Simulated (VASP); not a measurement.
Runs of VASP 6.6.1 on SrTiO3 (Tausonite). It takes space group Pm-3m (No. 221, cubic). Conventional cell: a = 3.895 Å, b = 3.895 Å, c = 3.895 Å, α = 90.00°, β = 90.00°, γ = 90.00°. Around Sr (site symmetry m-3m) lie 12 O at 2.75 Å. Ti (site symmetry m-3m) has 6 O at 1.95 Å as nearest neighbours. O (site symmetry 4/mmm) has 2 Ti at 1.95 Å as nearest neighbours. 

```tsv
task	level	cell	k mesh	cutoff (eV)	grid for exact exchange (PRECFOCK)	exchange at q = 0	share of exact exchange	screening parameter	gap on the mesh (eV)	pressure (GPa)
band structure	PBE-EpsX	as given	4 × 4 × 4	520	Fast	truncated	0.1596	-	3.23	2.7
band structure	HSE06	as given	4 × 4 × 4	520	Fast	-	-	0.2 1/A	3.33	0.7
relaxation of cell and atoms	PBEsol	relaxed	8 × 8 × 8	600	-	-	-	-	(a)	0.0
band structure	PBE0	as given	4 × 4 × 4	520	Fast	truncated	-	-	(b)	0.6
```

Alike in all rows: potentials or basis VASP PAW PBE potentials, release 64 (Sr_sv, Ti_sv, O); no spin polarisation; smearing gaussian 0.03 eV.

**Question.** Estimate the missing entries.

**Answer.** (a) 1.82; (b) 4.06.

Caveats: the PAW data sets were made with another functional, which shifts forces and pressure a little; the relaxation stopped at its first step, so nothing moved (some runs).

A k mesh can miss the band edges, and the runs leave out spin-orbit coupling on Sr.

Runs at the PBE level aren't shown here.
